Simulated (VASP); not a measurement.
VASP ran on this input.

INCAR:
```
! general
SYSTEM  = Mg2Sn
PREC    = Accurate
ENCUT   = 500
LREAL   = .False.
LASPH   = .True.

! electronic loop
EDIFF   = 1E-6
NELM    = 100
ALGO    = Normal
LMAXMIX = 4

! smearing
ISMEAR  = 1
SIGMA   = 0.1

! functional
GGA     = PE

! ions
IBRION  = 2
NSW     = 40
ISIF    = 3
EDIFFG  = -0.02
PSTRESS = 200

! output
LWAVE   = .False.
LCHARG  = .False.
```

File KPOINTS:
```
Automatic mesh
0
Gamma
9 9 9
0 0 0
```

**POSCAR**
```
Mg2Sn
1.0
  0.0000000000   3.1068175399   3.1068175399
  3.1068175399   0.0000000000   3.1068175399
  3.1068175399   3.1068175399   0.0000000000
Mg Sn
2 1
Direct
  0.2500000000   0.2500000000   0.2500000000
  0.7500000000   0.7500000000   0.7500000000
  0.0000000000   0.0000000000   1.0000000000
```

POTCAR, in this order: Mg Sn_d (PBE.64 set). Program: vasp_std.

Q: Write an equivalent input for Quantum ESPRESSO's pw.x.

A: One equivalent input (not run):
```
&CONTROL
  calculation = 'vc-relax'
  pseudo_dir = './pseudo'
  outdir = './out'
  tprnfor = .true.
  tstress = .true.
  nstep = 40
  forc_conv_thr = 0.00078
/
&SYSTEM
  ibrav = 0
  nat = 3
  ntyp = 2
  ecutwfc = 84
  occupations = 'smearing'
  smearing = 'methfessel-paxton'
  degauss = 0.00735
  input_dft = 'pbe'
/
&ELECTRONS
  conv_thr = 7.3e-08
  electron_maxstep = 100
/
&IONS
/
&CELL
  press = 200
/
ATOMIC_SPECIES
  Mg 24.305 Mg.upf
  Sn 118.710 Sn.upf
CELL_PARAMETERS angstrom
     0.0000000    3.1068175    3.1068175
     3.1068175    0.0000000    3.1068175
     3.1068175    3.1068175   -0.0000000
ATOMIC_POSITIONS crystal
  Mg   0.2500000  0.2500000  0.2500000
  Mg   0.7500000  0.7500000  0.7500000
  Sn   0.0000000  0.0000000  1.0000000
K_POINTS automatic
  9 9 9 0 0 0
```
Limits of the translation: the potentials are each code's own (VASP's PAW set, PseudoDojo norm-conserving files in pw.x), so ENCUT and ecutwfc are chosen apart and not converted; conv_thr bounds pw.x's estimated SCF error, while EDIFF bounds the energy change between steps; forc_conv_thr acts on force components and is met together with etot_conv_thr.

The compound is Mg2Sn in the antifluorite structure. It was relaxed first under an external pressure of 20 GPa.
